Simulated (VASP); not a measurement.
Input:

```
Ga
1.0
    2.25710    -3.77797     0.00000
    2.25710     3.77797     0.00000
    0.00000     0.00000     4.47228
Ga
4
Cartesian
  2.25710   2.60756   4.11002
  2.25710   1.17042   1.87388
  2.25710  -1.17042   2.59839
  2.30169  -2.60756   0.36225
```

These are PBE GGA, VASP's PBE PAW potentials (set 64) (plane waves; VASP) values and carry that method's errors. Settings: 400 eV cut-off, KSPACING 0.4 per Å, first-order Methfessel-Paxton smearing of 0.10 eV, potentials Ga_d.

Problem. Give the force on each atom (eV/Å).

Solution. 
```
atom      Fx      Fy      Fz
----  ------  ------  ------
Ga1    0.030  -0.216  -0.077
Ga2    0.124   0.223  -0.069
Ga3   -0.050  -0.225   0.074
Ga4   -0.105   0.217   0.072
```

Problem. Give the stress tensor in GPa (positive for a compressed cell).

Solution. 
```
 2.39   0.18   0.22
 0.18   4.56  -0.01
 0.22  -0.01   2.93
```
The pressure is its mean diagonal, 3.29 GPa.

The compound is Ga in the alpha structure. The cell was not relaxed at this level, atoms are displaced from their ideal sites. The run is one of a series of settings (KGAMMA = .TRUE., KSPACING = 0.4, KPOINTS file removed against the base run), some of them coarse on purpose.
